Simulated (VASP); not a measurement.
Consider the following.

```
MgI2
1.0
    2.14143    -3.70907     0.00000
    2.14143     3.70907     0.00000
    0.00000     0.00000     8.20080
Mg I
1 2
Direct
  0.00000   0.00000   0.00000
  0.33333   0.66667   0.20440
  0.66667   0.33333   0.79560
```

Computed with RPBE GGA, VASP's PBE PAW potentials (set 64) (plane waves; VASP). Settings: 520 eV cut-off, 7×7×3 Γ-centred mesh, tetrahedra with Blöchl corrections, potentials Mg I.

Without a dispersion term in the relaxation, distances and binding between the weakly bound layers, chains or molecules are unreliable, and so is what depends on them.

**Question.** Estimate the energy per atom (σ→0).

**Answer.** 
The energy per atom (σ→0) comes out as -2.374 eV/atom.

The compound is MgI2 in the 1T layered structure. It was relaxed first, which changed the volume by +27 %.
